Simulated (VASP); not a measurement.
Runs of VASP 6.6.1 on HPbNO4. The typed cell holds 7 atoms: a = 4.204 Å, b = 4.339 Å, c = 6.729 Å, α = 71.95°, β = 72.29°, γ = 62.23°. The cell was built by a generator and needn't be a form met in nature.

| task | level | cell | k mesh | cutoff (eV) | smearing | grid for exact exchange (PRECFOCK) | exchange at q = 0 | share of exact exchange | mesh quality | gap on the mesh (eV) | pressure (GPa) | largest force (eV/Å) |
| --- | --- | --- | --- | --- | --- | --- | --- | --- | --- | --- | --- | --- |
| density of states | r2SCAN0 | P1, 14.48 Å³/atom | 4 × 4 × 3 | 520 | tetrahedron | Fast | truncated | - | coarse | 5.27 | (b) | 1.36 |
| single point | PBE | P1, 14.48 Å³/atom | 7 × 7 × 5 | 520 | fermi-dirac 0.05 eV | - | - | - | not flagged | 2.79 | 0.6 | 0.42 |
| relaxation of cell and atoms | rev-vdW-DF2 | relaxed | 7 × 7 × 5 | 600 | fermi-dirac 0.05 eV | - | - | - | not flagged | 2.55 | 0.0 | 0.01 |
| single point | PBE | atoms moved at random, drawn with an rms of 0.05 Å | 7 × 7 × 5 | 520 | fermi-dirac 0.05 eV | - | - | - | not flagged | 2.79 | 2.9 | 2.63 |
| band structure | rev-vdW-DF2 | P1, 13.69 Å³/atom | 7 × 7 × 5 | 520 | fermi-dirac 0.05 eV | - | - | - | not flagged | 2.55 | 0.2 | 0.01 |
| density of states | r2SCAN-EpsX | P1, 14.48 Å³/atom | 4 × 4 × 3 | 520 | tetrahedron | Normal | truncated | 0.2898 | coarse | 5.60 | (a) | 1.55 |
| density of states | B3LYP | P1, 14.48 Å³/atom | 4 × 4 × 3 | 520 | tetrahedron | Fast | default | - | coarse | 4.57 | -0.9 | 0.44 |
| density of states | PBE0 | P1, 14.48 Å³/atom | 4 × 4 × 3 | 520 | tetrahedron | Normal | truncated | - | coarse | 5.03 | -3.4 | 1.07 |

Alike in all rows: potentials or basis VASP PAW PBE potentials, release 64 (H, Pb_d, N, O); no spin polarisation.

**Question.** Estimate the missing entries.

**Answer.** (a) -5.6; (b) -5.1.

Caveats: some runs use coarse meshes; the standard files for N, O and F lose accuracy on very short bonds; spin-orbit coupling is left out, which as a rule narrows the gap of such compounds by several tenths of an eV; an odd mesh through Γ misses points on the zone boundary, where band edges often lie (some runs); the PAW data sets were made with another functional, which shifts forces and pressure a little (some runs).

A k mesh can miss the band edges, and the runs leave out spin-orbit coupling on Pb.
